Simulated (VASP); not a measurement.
Input:

```yaml
crystal:
  lattice:
    - [0.00000, 1.95395, 1.95395]
    - [1.95395, 0.00000, 1.95395]
    - [1.95395, 1.95395, 0.00000]
  atoms:
    - { symbol: Pt, position: [0.00000, 0.00000, 0.00000] }
```

All values below come from optB86b-vdW, VASP's PBE PAW potentials (set 64) (plane waves; VASP 6.6.1). Run with 520 eV cut-off, 16×16×16 Γ-centred mesh, first-order Methfessel-Paxton smearing of 0.10 eV, potentials Pt.

The job: Pt (fcc), 1 atom, optB86b-vdW, static run, 520 eV, 16×16×16 Γ-centred mesh. Roughly how much core time does it take on a busy server core?

About 20 core-seconds (one run on a shared machine, a rough figure). It had 145 irreducible k-points, 9 bands, up to 415 plane waves and 11 electronic steps.

The compound is Pt in the fcc structure. This cell is one point of a volume scan, at 0.97 of the reference volume.
